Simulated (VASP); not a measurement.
An input for Quantum ESPRESSO's pw.x (written as the equivalent of a VASP run, and not itself run):

```
&CONTROL
  calculation = 'vc-relax'
  pseudo_dir = './pseudo'
  outdir = './out'
  tprnfor = .true.
  tstress = .true.
  nstep = 40
  forc_conv_thr = 0.00078
/
&SYSTEM
  ibrav = 0
  nat = 4
  ntyp = 2
  ecutwfc = 84
  occupations = 'smearing'
  smearing = 'gaussian'
  degauss = 0.003675
  input_dft = 'pbesol'
/
&ELECTRONS
  conv_thr = 7.3e-08
  electron_maxstep = 100
/
&IONS
/
&CELL
  press = 50
/
ATOMIC_SPECIES
  Ca 40.078 Ca.upf
  O 15.999 O.upf
CELL_PARAMETERS angstrom
     3.2574680    0.0000000   -0.0000000
    -1.6287340    2.8210499    0.0000000
     0.0000000   -0.0000000    5.7247357
ATOMIC_POSITIONS crystal
  Ca   0.0000000  1.0000000  0.0000000
  Ca   0.0000000  0.0000000  0.5000000
  O    0.3333330  0.6666670  0.2500000
  O    0.6666670  0.3333330  0.7500000
K_POINTS automatic
  8 8 4 0 0 0
```

### Question
Write the VASP files for the same calculation (PBEsol).

### Answer
Several could match; the one computed here: 
### KPOINTS
```
Regular mesh
0
G
8 8 4
0 0 0
```

### INCAR
```
! general
SYSTEM =CaO
PREC   =Accurate
ENCUT  =620   ! plane-wave cut-off (eV)
LREAL  =.False.   ! projection in real space or not
LASPH  =.True.   ! aspherical one-centre terms

! electronic loop
EDIFF  =1E-6   ! SCF stop (eV)
NELM   =100   ! most electronic steps
ALGO   =Normal   ! blocked Davidson

! smearing
ISMEAR =0   ! Gaussian
SIGMA  =0.05   ! width (eV)

! functional
GGA    =PS   ! PBEsol

! ions
IBRION =2   ! conjugate gradients
NSW    =40
ISIF   =3   ! ions, shape and volume
EDIFFG =-0.02
PSTRESS=50   ! kbar

! output
LWAVE  =.False.
LCHARG =.False.
```

**POSCAR**
```
CaO
1
    3.2574680181     0.0000000000    -0.0000000000
   -1.6287340091     2.8210498939     0.0000000000
    0.0000000000    -0.0000000000     5.7247356510
Ca O
2 2
Direct
  0.0000000000   1.0000000000   0.0000000000
  0.0000000000   0.0000000000   0.5000000000
  0.3333330000   0.6666670000   0.2500000000
  0.6666670000   0.3333330000   0.7500000000
```

POTCAR, in this order: Ca_sv O (PBE.64 set). Program: vasp_std.

What does not carry over: the potentials are each code's own (VASP's PAW set, PseudoDojo norm-conserving files in pw.x), so ENCUT and ecutwfc are chosen apart and not converted; conv_thr bounds pw.x's estimated SCF error, while EDIFF bounds the energy change between steps; forc_conv_thr acts on force components and is met together with etot_conv_thr.

The structure was generated: CaO was put into the NiAs type type (P6_3/mmc), which need not be its known phase. It was relaxed first under an external pressure of 5 GPa.
